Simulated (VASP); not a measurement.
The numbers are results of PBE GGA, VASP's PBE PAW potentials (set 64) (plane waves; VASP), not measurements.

VASP ran on this input.

POSCAR:
```
Sc
1.0
  1.6819790000  -2.8532640000   0.0000000000
  1.6819790000   2.8532640000   0.0000000000
  0.0000000000   0.0000000000   5.1284800000
Sc
2
Cart
  1.6819790000   0.9510899022   1.2821200000
  1.7606653416  -0.9510899022   3.8463600000
```

### INCAR
```
ALGO = Normal
EDIFF = 1E-2
ENCUT = 400
GGA = PE
ISIF = 2
ISMEAR = 1
LASPH = .TRUE.
LCHARG = .FALSE.
LMAXMIX = 4
LREAL = .FALSE.
LWAVE = .FALSE.
NELM = 100
PREC = Accurate
SIGMA = 0.1
SYSTEM = Sc
```

KPOINTS:
```
Automatic mesh
0
Gamma
11 11 7
0 0 0
```

POTCAR, in this order: Sc_sv (PBE.64 set). Program: vasp_std.

The run wrote:

OSZICAR:
```
       N       E                     dE             d eps       ncg     rms          rms(c)
DAV:   1     0.347949745287E+03    0.34795E+03   -0.99775E+03  7392   0.128E+03
DAV:   2     0.623750469477E+01   -0.34171E+03   -0.33688E+03 10085   0.656E+02
DAV:   3    -0.135504779036E+02   -0.19788E+02   -0.19247E+02 12096   0.170E+02
DAV:   4    -0.138683000361E+02   -0.31782E+00   -0.31289E+00 11132   0.209E+01
DAV:   5    -0.138738557854E+02   -0.55557E-02   -0.55511E-02  9672   0.259E+00    0.761E+00
DAV:   6    -0.126559889984E+02    0.12179E+01   -0.28753E+00  9168   0.220E+01    0.227E+00
DAV:   7    -0.125007107393E+02    0.15528E+00   -0.69664E-01  9483   0.986E+00    0.870E-01
DAV:   8    -0.124903178597E+02    0.10393E-01   -0.26233E-02  6719   0.250E+00    0.227E-01
DAV:   9    -0.124889114620E+02    0.14064E-02   -0.49893E-03  4262   0.158E+00
   1 F= -.12488911E+02 E0= -.12488799E+02  d E =-.336515E-03
```

**OUTCAR**
```
------------------------ aborting loop because EDIFF is reached ----------------------------------------
  FORCE on cell =-STRESS in cart. coord.  units (eV):
  Direction    XX          YY          ZZ          XY          YZ          ZX
  --------------------------------------------------------------------------------------
  Total       -0.6942513     -0.2408674     -0.2718274     -0.1300482      0.0000000      0.0000000
  in kB      -22.5967549     -7.8398427     -8.8475403     -4.2328579      0.0000000      0.0000000
  external PRESSURE =     -13.0947126 kB  Pullay stress =       0.0000000 kB
  volume of cell :       49.22
      direct lattice vectors                 reciprocal lattice vectors
     1.681979000 -2.853264000  0.000000000     0.297268872 -0.175237903  0.000000000
     1.681979000  2.853264000  0.000000000     0.297268872  0.175237903  0.000000000
     0.000000000  0.000000000  5.128480000     0.000000000  0.000000000  0.194989549
 POSITION                                       TOTAL-FORCE (eV/Angst)
 -----------------------------------------------------------------------------------
      1.68198      0.95109      1.28212         0.119763      0.025386     -0.000000
      1.76067     -0.95109      3.84636        -0.119763     -0.025386      0.000000
 -----------------------------------------------------------------------------------
    total drift:                                0.000012     -0.000000      0.000000
  FREE ENERGIE OF THE ION-ELECTRON SYSTEM (eV)
  ---------------------------------------------------
  free  energy   TOTEN  =       -12.4889114620 eV

  energy  without entropy=      -12.4885749467  energy(sigma->0) =      -12.48879929
```
(Selected blocks of OUTCAR.)

The compound is Sc in the hcp structure. The cell was not relaxed at this level, atoms are displaced from their ideal sites. The run is one of a series of settings (EDIFF = 1E-2 against the base run), some of them coarse on purpose.
